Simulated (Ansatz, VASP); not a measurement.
# Cu (Cu wire along [111], 31 atoms a period): VASP beside Ansatz, part 2 of 2

Wanted: the spread between two codes on one cell, functional and k mesh. Of the first pair: The structure shown is the start of the Ansatz relaxation below; VASP solves that cell, so the two are compared at the walk's first step.

VASP 6.6.1 and Ansatz 0.2.0.

So far. Step 4 (Comparison): The forces differ by 16 meV/Å r.m.s., which is 6.6 % of the r.m.s. force of 0.237 eV/Å (both taken over all components). Step 5 (Ansatz: relaxation, PBE): This is the run of step 2 again, met here at its other cell.

### Step 6. VASP: single point, PBE, relaxed atoms in a fixed cell, pair 2

Level of this step: PBE; plane waves and PAW (Cu) (VASP).

The same cell, functional, mesh and smearing now go to VASP, with its own data sets.

INCAR reads:

```
SYSTEM = Cu
PREC = Accurate
ENCUT = 600
EDIFF = 1E-06
NELM = 120
ISMEAR = -1
SIGMA = 0.05
LREAL = Auto
ALGO = Normal
GGA = PE
NBANDS = 200
LASPH = .TRUE.
LORBIT = 11
LWAVE = .FALSE.
LCHARG = .FALSE.
ISIF = 2
GGA_COMPAT = .FALSE.
KPAR = 4
```

POSCAR reads:

```
Cu
1.0
   14.5000000000      0.0000000000      0.0000000000
    0.0000000000     14.2100000000      0.0000000000
    0.0000000000      0.0000000000      5.7704632506
Cu
31
Direct
    0.3214270831      0.4999896718      0.0000000000
    0.4106579389      0.6578814873      0.9998572064
    0.5000000000      0.4999896718      0.0000000000
    0.5893420610      0.6578814873      0.9998572064
    0.2372194635      0.4479661797      0.3317221516
    0.3244052047      0.2936192912      0.3317596873
    0.3160299778      0.6083970243      0.3232209591
    0.4100435749      0.4469684422      0.3343687707
    0.4126541502      0.7582740864      0.3315398386
    0.5000000000      0.6060423868      0.3341532762
    0.5000000000      0.2832844589      0.3235048327
    0.5899564252      0.4469684422      0.3343687707
    0.5873458498      0.7582740864      0.3315398386
    0.6755947954      0.2936192912      0.3317596873
    0.6839700222      0.6083970243      0.3232209591
    0.7627805364      0.4479661797      0.3317221516
    0.2372194635      0.5520131640      0.6682778484
    0.3244052047      0.7063600525      0.6682403127
    0.3160299778      0.3915823193      0.6767790409
    0.4126541502      0.2417052573      0.6684601614
    0.4100435749      0.5530109015      0.6656312293
    0.5000000000      0.3939369569      0.6658467238
    0.5000000000      0.7166948847      0.6764951673
    0.5873458498      0.2417052573      0.6684601614
    0.5899564252      0.5530109015      0.6656312293
    0.6755947954      0.7063600525      0.6682403127
    0.6839700222      0.3915823193      0.6767790409
    0.7627805364      0.5520131640      0.6682778484
    0.4106579389      0.3420978564      0.0001427936
    0.5893420610      0.3420978564      0.0001427936
    0.6785729168      0.4999896718      0.0000000000
```

KPOINTS reads:

```
Automatic mesh
0
Gamma
1 1 11
0 0 0
```

Potentials, in the order of the species: Cu (PBE family, release 64).

Launch:

```
$ mpirun -np 4 vasp_std
```

The program printed:

```text
[... set-up lines as in an earlier step ...]
 entering main loop
       N       E                     dE             d eps       ncg     rms          rms(c)
DAV:   1     0.322237546431E+04    0.32224E+04   -0.15227E+05  2400   0.221E+03
DAV:   2     0.309169014596E+03   -0.29132E+04   -0.28384E+04  2400   0.466E+02
DAV:   3    -0.928059385486E+02   -0.40197E+03   -0.36884E+03  2432   0.227E+02
DAV:   4    -0.118315086440E+03   -0.25509E+02   -0.24363E+02  2656   0.738E+01
[...]
DAV:  24    -0.973311617188E+02   -0.55094E-04   -0.17565E-05  2752   0.420E-02    0.984E-03
DAV:  25    -0.973311682232E+02   -0.65044E-05   -0.55332E-06  2416   0.304E-02    0.452E-03
DAV:  26    -0.973311684429E+02   -0.21963E-06   -0.47767E-06  2280   0.222E-02
   1 F= -.97331168E+02 E0= -.97297416E+02  d E =-.675039E-01
```

From OUTCAR (step 6):

```text
  Total        1.1832444      1.1483095     23.6491279      0.0000000      0.0384048      0.0000000
  in kB        1.5944550      1.5473793     31.8678639      0.0000000      0.0517516      0.0000000
  external PRESSURE =      11.6698994 kB  Pullay stress =       0.0000000 kB

 POSITION                                       TOTAL-FORCE (eV/Angst)
 -----------------------------------------------------------------------------------
      4.66069      7.10485      0.00000        -0.007033     -0.000000     -0.000000
      5.95454      9.34850      5.76964        -0.003334      0.006245      0.000078
      7.25000      7.10485      0.00000         0.000000     -0.000000     -0.000000
      8.54546      9.34850      5.76964         0.003334      0.006245      0.000078
      3.43968      6.36560      1.91419        -0.039721     -0.009425     -0.012764
      4.70388      4.17233      1.91441        -0.028687     -0.029587     -0.012631
      4.58243      8.64532      1.86513        -0.013738      0.007667     -0.010570
      5.94563      6.35142      1.92946         0.009294      0.006271     -0.003854
      5.98349     10.77507      1.91314        -0.011291      0.038775     -0.011739
      7.25000      8.61186      1.92822         0.000000     -0.011160     -0.003876
      7.25000      4.02547      1.86677         0.000000     -0.016055     -0.010499
      8.55437      6.35142      1.92946        -0.009294      0.006271     -0.003854
      8.51651     10.77507      1.91314         0.011291      0.038775     -0.011739
      9.79612      4.17233      1.91441         0.028687     -0.029587     -0.012631
[...]
-----------------------------------------------------------------------------------
    total drift:                                0.000000      0.000000     -0.000001

  FREE ENERGIE OF THE ION-ELECTRON SYSTEM (eV)
  ---------------------------------------------------
  free  energy   TOTEN  =       -97.3311684429 eV

  energy  without entropy=      -97.2636645483  energy(sigma->0) =      -97.29741650

[... 1 part as in an earlier step ...]

[... 2 further parts left out ...]
[key lines of the parts left out:]
E-fermi :  -0.5430
```

### Step 7. Side by side

What differs besides the data sets and the points named for the pairs above, as far as they apply: the data sets hold 589 valence electrons in Ansatz (on its default PAW (the set named soft_2) files) and 341 in VASP; the cutoff is 420 eV in Ansatz and 600 eV in VASP (PREC = Accurate, projectors in real space). Total energies have different zeros and are not compared.

Compared:

| quantity | Ansatz | VASP | difference |
| --- | --- | --- | --- |
| pressure (GPa) | 1.03 | 1.17 | -0.13 |

The largest component of a force difference here is 34 meV/Å.

### Step 8. Results

| Property | Result |
| --- | --- |
| r.m.s. force difference (single point, PBE, start cell, pair 1) | 6.6 % of the r.m.s. force |
| r.m.s. force difference (single point, PBE, relaxed atoms in a fixed cell, pair 2) | 14 meV/Å |

The r.m.s. force difference is 6.6 % of the r.m.s. force (single point, PBE, start cell, pair 1), beyond the 3 % picked in this series as the mark of a large difference. The data sets hold unlike numbers of valence electrons (589 in Ansatz and 341 in VASP), so part of the differences may come from the potentials. What causes the difference of the single point, PBE, start cell, pair 1 pair stays open here. What causes the difference of the single point, PBE, relaxed atoms in a fixed cell, pair 2 pair stays open here. How closely two codes agree says nothing of how well the functional describes the real material.

[Lines on the potential files, build, host, timing and source positions are cut from VASP's logs without a mark.]

[Logs are printed without paths, hosts, clocks, repeated set-up lines and the standing remarks that a program may print on its own settings, such as how far it seeks lower states.]

[Hosts, paths, dates, database ids (printed as entryN), source tags and the programs' standing remarks are cut or masked in the printed files.]
